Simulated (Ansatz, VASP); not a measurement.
# Two plane-wave programs on AlC

```
Al C
1.0
     0.00000    2.13500    2.13500
     2.13500    0.00000    2.13500
     2.13500    2.13500    0.00000
Al C
1 1
Cartesian
  0.0000 0.0000 0.0000
  2.1350 2.1350 2.1350
```

Change from the starting cell: species swapped into the TbP type (Fm-3m, No. 225).

Alike in both runs: functional PBE; k mesh 22 × 22 × 22; occupations gaussian, width 0.1 eV; no spin polarisation.

Ansatz relaxed the structure, and its values are those at the end. VASP's run is a single point on that final structure, the one shown.

```csv
,VASP,Ansatz
version,VASP 6.6.1,Ansatz 0.2.0
potentials or method,"VASP PAW PBE potentials, release 64 (Al, C)","scalar-relativistic, plane waves, PAW"
plane-wave cutoff (eV),520,420
valence electrons in the cell,7,7
```

```tsv
	VASP	Ansatz	Ansatz less VASP
gap on the k mesh at the Fermi level (eV)	none	none	-
pressure (GPa)	-0.1	0.0	+0.09
```

A gap of «none» marks a metal or a gap that the smearing closes.
